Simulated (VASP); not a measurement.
Energy against volume of ZrC (rock salt). Calculation: optB88-vdW, VASP's PBE PAW potentials (set 64) (plane waves; VASP). Settings: 520 eV cut-off, 13×13×13 Γ-centred mesh, first-order Methfessel-Paxton smearing of 0.10 eV, potentials Zr_sv C.

```
V (Å³/atom)  E (eV/atom)
-----------  -----------
12.702          -7.85777
13.095          -7.86649
13.488          -7.85869
13.880          -7.83670
```

Task: Fit these four points and predict the energy of the run at 12.309 Å³/atom.

Result: A cubic in V^(−2/3), the third-order Birch-Murnaghan form, passes through the four points with V0 = 13.10 Å³/atom and B0 = 224 GPa, and gives -7.8299 eV/atom there. The run gave -7.8299 eV/atom, +0.0 meV/atom from the fit; all five points give B0 = 224 GPa.

The compound is ZrC in the rock salt structure. It was relaxed first.
